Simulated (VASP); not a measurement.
An input for Quantum ESPRESSO's pw.x (written as the equivalent of a VASP run, and not itself run):

```
&CONTROL
  calculation = 'scf'
  pseudo_dir = './pseudo'
  outdir = './out'
  tprnfor = .true.
  tstress = .true.
/
&SYSTEM
  ibrav = 0
  nat = 2
  ntyp = 2
  ecutwfc = 56.6
  occupations = 'smearing'
  smearing = 'gaussian'
  degauss = 0.003675
  input_dft = 'pbe'
/
&ELECTRONS
  conv_thr = 7.3e-08
  electron_maxstep = 100
/
ATOMIC_SPECIES
  Ba 137.327 Ba.upf
  S 32.060 S.upf
CELL_PARAMETERS angstrom
     0.0000000    3.1950000    3.1950000
     3.1950000    0.0000000    3.1950000
     3.1950000    3.1950000    0.0000000
ATOMIC_POSITIONS crystal
  Ba   0.0000000  0.0000000  0.0000000
  S    0.5000000  0.5000000  0.5000000
K_POINTS automatic
  6 6 6 0 0 0
```

### Question
Write the VASP files for the same calculation (PBE).

### Answer
This is not unique; one that fits is 
### INCAR
```
ALGO = Normal
EDIFF = 1E-6
ENCUT = 400
GGA = PE
ISIF = 2
ISMEAR = 0
LASPH = T
LCHARG = F
LMAXMIX = 4
LREAL = F
LWAVE = F
NELM = 100
PREC = Accurate
SIGMA = 0.05
SYSTEM = BaS
```

**POSCAR**
```
BaS
4.5184120
  0.0000000000   0.7071068331   0.7071068331
  0.7071068331   0.0000000000   0.7071068331
  0.7071068331   0.7071068331   0.0000000000
Ba S
1 1
Cartesian
  0.0000000000   0.0000000000   0.0000000000
  0.7071068331   0.7071068331   0.7071068331
```

File KPOINTS:
```
Automatic mesh
0
Gamma
6 6 6
0 0 0
```

POTCAR, in this order: Ba_sv S (PBE.64 set). Program: vasp_std.

The two are equivalent in intent, not identical: the potentials are each code's own (VASP's PAW set, PseudoDojo norm-conserving files in pw.x), so ENCUT and ecutwfc are chosen apart and not converted; conv_thr bounds pw.x's estimated SCF error, while EDIFF bounds the energy change between steps.

The compound is BaS in the rock salt structure. The cell was not relaxed at this level.
